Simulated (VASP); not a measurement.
Level of theory: optB86b-vdW, VASP's PBE PAW potentials (set 64) (plane waves; VASP 6.6.1).

A VASP calculation is set up with these files.

### KPOINTS
```
kpoints
0
gamma
 5 5 7
0 0 0
```

**POSCAR**
```
MnF2
1.0
  4.8150406500   0.0000000000   0.0000000000
  0.0000000000   4.8150406500   0.0000000000
  0.0000000000   0.0000000000   3.2718096229
Mn F
2 4
Direct
  0.0000000000   0.0000000000   0.0000000000
  0.5000000000   0.5000000000   0.5000000000
  0.3031558199   0.3031558199   0.0000000000
  0.8031558199   0.1968441801   0.5000000000
  0.1968441801   0.8031558199   0.5000000000
  0.6968441801   0.6968441801   0.0000000000
```

INCAR:
```
SYSTEM = MnF2
PREC = Accurate
ENCUT = 520
EDIFF = 1E-7
NELM = 100
ALGO = Normal
LREAL = .FALSE.
LASPH = .TRUE.
ISMEAR = 0
SIGMA = 0.05
GGA = MK
PARAM1 = 0.1234
PARAM2 = 1.0
LUSE_VDW = .TRUE.
AGGAC = 0.0
LMAXMIX = 4
ISPIN = 2
MAGMOM = 4.5 -4.5 -0.0 0.0 0.0 -0.0
LORBIT = 10
LWAVE = .FALSE.
LCHARG = .FALSE.
ISIF = 4
IBRION = 2
NSW = 30
EDIFFG = -0.01
```

POTCAR, in this order: Mn_pv F (PBE.64 set). Program: vasp_std.

The resulting files:

**OUTCAR**
```
 ion  position               nearest neighbor table
   1  0.000  0.000  0.000-   3 2.06   6 2.06   5 2.11   4 2.11   4 2.11   5 2.11
   2  0.500  0.500  0.500-   4 2.06   5 2.06   3 2.11   6 2.11   3 2.11   6 2.11
   3  0.303  0.303  0.000-   1 2.06   2 2.11   2 2.11
   4  0.803  0.197  0.500-   2 2.06   1 2.11   1 2.11
   5  0.197  0.803  0.500-   2 2.06   1 2.11   1 2.11
   6  0.697  0.697  0.000-   1 2.06   2 2.11   2 2.11
  LATTYP: Found a simple tetragonal cell.
 ALAT       =     4.8150406500
 C/A-ratio  =     0.6794978196
 Subroutine PRICEL returns:
 Original cell was already a primitive cell.
 Subroutine GETGRP returns: Found 16 space group operations
The static configuration has the point symmetry D_2h.
 The point group associated with its full space group is D_4h.
The dynamic configuration has the point symmetry D_2h.
The overall configuration has the point symmetry D_2h.
 Subroutine INISYM returns: Found 16 space group operations
 Subroutine IBZKPT returns following result:
 Found     24 irreducible k-points:

 Following reciprocal coordinates:
            Coordinates               Weight
  0.000000  0.000000  0.000000      1.000000
  0.200000  0.000000  0.000000      4.000000
  0.400000  0.000000  0.000000      4.000000
  0.200000  0.200000  0.000000      4.000000
  0.400000  0.200000  0.000000      8.000000
  0.400000  0.400000  0.000000      4.000000
  0.000000  0.000000  0.142857      2.000000
  0.200000  0.000000  0.142857      8.000000
  0.400000  0.000000  0.142857      8.000000
  0.200000  0.200000  0.142857      8.000000
  0.400000  0.200000  0.142857     16.000000
  0.400000  0.400000  0.142857      8.000000
  0.000000  0.000000  0.285714      2.000000
  0.200000  0.000000  0.285714      8.000000
  0.400000  0.000000  0.285714      8.000000
  0.200000  0.200000  0.285714      8.000000
  0.400000  0.200000  0.285714     16.000000
  0.400000  0.400000  0.285714      8.000000
  0.000000  0.000000  0.428571      2.000000
  0.200000  0.000000  0.428571      8.000000
  0.400000  0.000000  0.428571      8.000000
  0.200000  0.200000  0.428571      8.000000
  0.400000  0.200000  0.428571     16.000000
  0.400000  0.400000  0.428571      8.000000
   k-points           NKPTS =     24   k-points in BZ     NKDIM =     24   number of bands    NBANDS=     32
   number of dos      NEDOS =    301   number of ions     NIONS =      6
   total plane-waves  NPLWV =  31104
   dimension x,y,z NGX =    36 NGY =   36 NGZ =   24
   dimension x,y,z NGXF=    72 NGYF=   72 NGZF=   48
   ions per type =               2   4
   PREC   = accura    normal or accurate (medium, high low for compatibility)
   ISTART =      0    job   : 0-new  1-cont  2-samecut
   ICHARG =      2    charge: 1-file 2-atom 10-const
   ISPIN  =      2    spin polarized calculation?
   LNONCOLLINEAR =      F non collinear calculations
   LSORBIT =      F    spin-orbit coupling
   INIWAV =      1    electr: 0-lowe 1-rand  2-diag
   ENCUT  =  520.0 eV  38.22 Ry    6.18 a.u.   8.95  8.95  6.08*2*pi/ulx,y,z
   NELM   =    100;   NELMIN=  2; NELMDL= -5     # of ELM steps
   EDIFF  = 0.1E-06   stopping-criterion for ELM
   LREAL  =      F    real-space projection
   NLSPLINE    = F    spline interpolate recip. space projectors
   LMAXMIX     =    4 max onsite mixed and CHGCAR
   VOSKOWN=      0    Vosko Wilk Nusair interpolation
   EDIFFG = -.1E-01   stopping-criterion for IOM
   NSW    =     30    number of steps for IOM
   NBLOCK =      1;   KBLOCK =     30    inner block; outer block
   IBRION =      2    ionic relax: 0-MD 1-quasi-New 2-CG
   NFREE  =      1    steps in history (QN), initial steepest desc. (CG)
   ISIF   =      4    stress and relaxation
   ISYM   =      2    0-nonsym 1-usesym 2-fastsym
   TEIN   =    0.0    initial temperature
...
```

OSZICAR:
```
       N       E                     dE             d eps       ncg     rms          rms(c)
DAV:   1     0.734361189528E+03    0.73436E+03   -0.31551E+04  3120   0.192E+03
DAV:   2     0.457102298045E+02   -0.68865E+03   -0.66469E+03  3440   0.553E+02
DAV:   3    -0.267016592816E+02   -0.72412E+02   -0.71737E+02  3408   0.188E+02
DAV:   4    -0.286751909734E+02   -0.19735E+01   -0.19243E+01  3712   0.306E+01
DAV:   5    -0.287136481371E+02   -0.38457E-01   -0.38450E-01  3240   0.442E+00    0.216E+01
DAV:   6    -0.251158506029E+02    0.35978E+01   -0.24498E+01  3664   0.368E+01    0.156E+01
DAV:   7    -0.252356298686E+02   -0.11978E+00   -0.17479E+00  3264   0.104E+01    0.105E+01
DAV:   8    -0.250572187939E+02    0.17841E+00   -0.47911E-01  3192   0.636E+00    0.332E+00
DAV:   9    -0.252583059017E+02   -0.20109E+00   -0.11684E-01  3792   0.373E+00    0.935E-01
DAV:  10    -0.252619096049E+02   -0.36037E-02   -0.19189E-02  3192   0.908E-01    0.176E-01
DAV:  11    -0.252621388530E+02   -0.22925E-03   -0.59165E-04  3640   0.214E-01    0.639E-02
DAV:  12    -0.252623642545E+02   -0.22540E-03   -0.12373E-04  3328   0.864E-02    0.524E-02
DAV:  13    -0.252624004147E+02   -0.36160E-04   -0.28941E-05  3296   0.390E-02    0.111E-02
DAV:  14    -0.252624086124E+02   -0.81976E-05   -0.76658E-06  3464   0.221E-02    0.357E-03
DAV:  15    -0.252624098047E+02   -0.11924E-05   -0.49782E-07  2984   0.496E-03    0.192E-03
DAV:  16    -0.252624100195E+02   -0.21474E-06   -0.13294E-07  2560   0.249E-03    0.805E-04
DAV:  17    -0.252624099851E+02    0.34373E-07   -0.10618E-08  1744   0.813E-04
   1 F= -.25262410E+02 E0= -.25262410E+02  d E =-.252624E+02  mag=     0.0000
       N       E                     dE             d eps       ncg     rms          rms(c)
DAV:   1    -0.252633266528E+02   -0.91663E-03   -0.19524E-01  3104   0.324E+00    0.256E-01
DAV:   2    -0.252631968124E+02    0.12984E-03   -0.52862E-03  3664   0.535E-01    0.154E-01
DAV:   3    -0.252629853681E+02    0.21144E-03   -0.21701E-04  3896   0.126E-01    0.851E-02
DAV:   4    -0.252629336020E+02    0.51766E-04   -0.10029E-04  3640   0.742E-02    0.251E-02
DAV:   5    -0.252629345080E+02   -0.90596E-06   -0.10507E-05  3208   0.215E-02    0.142E-02
DAV:   6    -0.252629346302E+02   -0.12225E-06   -0.73282E-07  4016   0.689E-03    0.686E-03
DAV:   7    -0.252629345510E+02    0.79252E-07   -0.16269E-07  2392   0.354E-03
   2 F= -.25262935E+02 E0= -.25262935E+02  d E =-.524566E-03  mag=     0.0000
       N       E                     dE             d eps       ncg     rms          rms(c)
DAV:   1    -0.252632280441E+02   -0.29341E-03   -0.73713E-02  3072   0.199E+00    0.157E-01
DAV:   2    -0.252631811741E+02    0.46870E-04   -0.19957E-03  3664   0.329E-01    0.946E-02
DAV:   3    -0.252631010551E+02    0.80119E-04   -0.81918E-05  3888   0.772E-02    0.523E-02
DAV:   4    -0.252630810702E+02    0.19985E-04   -0.37925E-05  3648   0.456E-02    0.154E-02
DAV:   5    -0.252630815000E+02   -0.42986E-06   -0.39725E-06  3176   0.132E-02    0.874E-03
DAV:   6    -0.252630815671E+02   -0.67024E-07   -0.26934E-07  3112   0.422E-03
   3 F= -.25263082E+02 E0= -.25263082E+02  d E =-.671582E-03  mag=    -0.0000
```

File OUTCAR:
```
------------------------ aborting loop because EDIFF is reached ----------------------------------------
  FORCE on cell =-STRESS in cart. coord.  units (eV):
  Direction    XX          YY          ZZ          XY          YZ          ZX
  --------------------------------------------------------------------------------------
  Total        1.4486766      1.4486766      1.5044624     -0.0000000      0.0000000      0.0000000
  in kB       30.5980743     30.5980743     31.7763481     -0.0000000      0.0000000      0.0000000
  external PRESSURE =      30.9908323 kB  Pullay stress =       0.0000000 kB
  volume of cell :       75.86
      direct lattice vectors                 reciprocal lattice vectors
     4.810129771  0.000000000  0.000000000     0.207894599 -0.000000000  0.000000000
     0.000000000  4.810129771  0.000000000     0.000000000  0.207894599  0.000000000
     0.000000000  0.000000000  3.278493710     0.000000000  0.000000000  0.305018124
 POSITION                                       TOTAL-FORCE (eV/Angst)
 -----------------------------------------------------------------------------------
      0.00000      0.00000      0.00000         0.000000      0.000000      0.000000
      2.40506      2.40506      1.63925         0.000000      0.000000      0.000000
      1.45581      1.45581      0.00000        -0.005491     -0.005491      0.000000
      3.86088      0.94925      1.63925        -0.005491      0.005491      0.000000
      0.94925      3.86088      1.63925         0.005491     -0.005491      0.000000
      3.35432      3.35432      0.00000         0.005491      0.005491      0.000000
 -----------------------------------------------------------------------------------
    total drift:                                0.000000      0.000000     -0.000000
  FREE ENERGIE OF THE ION-ELECTRON SYSTEM (eV)
  ---------------------------------------------------
  free  energy   TOTEN  =       -25.2630815671 eV

  energy  without entropy=      -25.2630815671  energy(sigma->0) =      -25.26308157

 total charge

# of ion       s       p       d       tot
------------------------------------------
    1        0.170   6.157   4.981  11.308
    2        0.170   6.157   4.981  11.308
    3        1.731   4.366   0.000   6.097
    4        1.731   4.366   0.000   6.097
    5        1.731   4.366   0.000   6.097
    6        1.731   4.366   0.000   6.097
--------------------------------------------------
tot          7.264  29.777   9.962  47.002

 magnetization (x)

# of ion       s       p       d       tot
------------------------------------------
    1        0.015   0.015   4.481   4.511
    2       -0.015  -0.015  -4.481  -4.511
    3       -0.003  -0.024   0.000  -0.026
    4        0.003   0.024   0.000   0.026
    5        0.003   0.024   0.000   0.026
    6       -0.003  -0.024   0.000  -0.026
--------------------------------------------------
tot         -0.000   0.000   0.000  -0.000

 reached required accuracy - stopping structural energy minimisation
```
(Selected blocks of OUTCAR.)

File CONTCAR:
```
MnF2
   1.00000000000000
     4.8101297710152480    0.0000000000000000    0.0000000000000000
     0.0000000000000000    4.8101297710152480    0.0000000000000000
     0.0000000000000000    0.0000000000000000    3.2784937099759346
  Mn              F
     2     4
Direct
     0.0000000000000000    0.0000000000000000    0.0000000000000000
     0.5000000000000000    0.5000000000000000    0.5000000000000000
     0.3026552936531513    0.3026552936531513    0.0000000000000000
     0.8026552936531512    0.1973447063468487    0.5000000000000000
     0.1973447063468487    0.8026552936531512    0.5000000000000000
     0.6973447063468488    0.6973447063468488    0.0000000000000000
```

OUTCAR:
```
 val. band max:        3.0872137922   @ k =   0.4000   0.2000   0.4286

 cond. band min:       5.2121859915   @ k =   0.0000   0.0000   0.0000


 Fermi energy:         3.3464013264

 spin component 1

 k-point     1 :       0.0000    0.0000    0.0000
  band No.  band energies     occupation
      1     -46.3294      1.00000
      2     -46.2589      1.00000
      3     -46.2578      1.00000
      4     -41.6191      1.00000
      5     -41.5476      1.00000
      6     -41.5471      1.00000
      7     -21.1738      1.00000
      8     -20.6016      1.00000
      9     -20.5810      1.00000
     10     -20.5267      1.00000
     11      -4.7478      1.00000
     12      -3.7537      1.00000
     13      -3.3569      1.00000
     14      -3.1385      1.00000
     15      -2.7251      1.00000
     16      -2.7081      1.00000
     17      -2.6682      1.00000
     18      -2.6571      1.00000
     19      -1.7200      1.00000
     20      -1.3540      1.00000
     21      -1.3399      1.00000
     22      -1.0394      1.00000
     23       1.3182      1.00000
     24       1.6019      1.00000
     25       1.7694      1.00000
     26       2.7151      1.00000
     27       2.9579      1.00000
     28       5.2122      0.00000
     29       5.4496      0.00000
     30       5.9404      0.00000
     31       5.9469      0.00000
     32       6.9329      0.00000

 k-point     2 :       0.2000    0.0000    0.0000
  band No.  band energies     occupation
      1     -46.3294      1.00000
      2     -46.2589      1.00000
      3     -46.2578      1.00000
      4     -41.6192      1.00000
      5     -41.5476      1.00000
      6     -41.5472      1.00000
      7     -21.1232      1.00000
      8     -20.6679      1.00000
      9     -20.5677      1.00000
     10     -20.5289      1.00000
     11      -4.5945      1.00000
     12      -3.7477      1.00000
     13      -3.2603      1.00000
     14      -3.1499      1.00000
...
```

The compound is MnF2 in the rutile structure. This cell is one point of a volume scan, at 0.97 of the reference volume. Symmetry was kept, so distortions that lower it aren't found.
